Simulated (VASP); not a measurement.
Calculation: PBE GGA, VASP's PBE PAW potentials (set 64) (plane waves; VASP 6.6.1).

The input files of a VASP run:

KPOINTS:
```
Automatic mesh
0
Gamma
  17 17 9
0 0 0
```

POSCAR:
```
Re
1
    1.3861266751    -2.4008417110     0.0000000000
    1.3861266751     2.4008417110    -0.0000000000
   -0.0000000000    -0.0000000000     4.4856314770
Re
2
Direct
  0.3333330000   0.6666670000   0.2500000000
  0.6666670000   0.3333330000   0.7500000000
```

### INCAR
```
# general
SYSTEM =Re
PREC   =Accurate
ENCUT  =400
LREAL  =.False.   # projection in real space or not
LASPH  =.True.

# electronic loop
EDIFF  =1E-7   # SCF stop (eV)
NELM   =100
ALGO   =Normal   # blocked Davidson
LMAXMIX=6   # l cut-off of mixed one-centre charges

# smearing
ISMEAR =-5   # tetrahedra, Bloechl

# functional
GGA    =PE

# ions
ISIF   =2   # forces and stress, cell fixed

# output
LWAVE  =.False.
LCHARG =.True.
LORBIT =11   # lm-projected
NEDOS  =601   # DOS grid
```

POTCAR, in this order: Re (PBE.64 set). Program: vasp_std.

Q: What will the output report for the number of irreducible k-points (NKPTS), number of bands (NBANDS), largest plane-wave count, number of space-group operations, FFT grid (NGX, NGY, NGZ)?

A: 
```yaml
number of irreducible k-points (NKPTS): 165
number of bands (NBANDS): 11
largest_plane_wave_count: 563
number_of_space_group_operations: 24
FFT grid (NGX, NGY, NGZ): 18 × 18 × 30
```

The compound is Re in the hcp structure. It was relaxed first.
